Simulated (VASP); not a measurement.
Here is the system:

```
CELL_PARAMETERS angstrom
     -2.52071     2.52071     2.52071
      2.52071    -2.52071     2.52071
      2.52071     2.52071    -2.52071
ATOMIC_POSITIONS crystal
  K  0.00000 0.00000 0.00000
```

Level of theory: LDA (Ceperley-Alder, Perdew-Zunger), VASP's LDA PAW potentials (set 64) (plane waves; VASP 6.6.1). Settings: 500 eV cut-off, 10×10×10 Γ-centred mesh, first-order Methfessel-Paxton smearing of 0.10 eV, potentials K_sv.

Energy and stress use the plane-wave basis of the starting cell.

The ions, cell shape and volume at an external pressure of 5.0 GPa are relaxed. Give the cell that the relaxation ends in.

```
CELL_PARAMETERS angstrom
     -2.15953     2.15953     2.15953
      2.15953    -2.15953     2.15953
      2.15953     2.15953    -2.15953
ATOMIC_POSITIONS crystal
  K  0.00000 0.00000 0.00000
```
Space group Im-3m (229), at a tolerance of 0.03 Å.

How do energy and volume change from the first to the last step?

The energy (σ→0) changes by +259.8 meV/atom and the volume by -37.1 %, in 4 ionic steps.

| step | E(σ→0) (eV) | max force (eV/Å) | pressure (GPa) | volume (Å³) |
|---|---|---|---|---|
| 1 | -1.1609 | 0.000 | 0.00 | 64.07 |
| 2 | -1.0597 | 0.000 | 2.47 | 47.25 |
| 3 | -0.9462 | 0.000 | 4.34 | 41.82 |
| 4 | -0.9012 | 0.000 | 5.04 | 40.28 |

The compound is K in the bcc structure. This run relaxes it under an external pressure of 5 GPa. Symmetry was kept, so distortions that lower it aren't found.
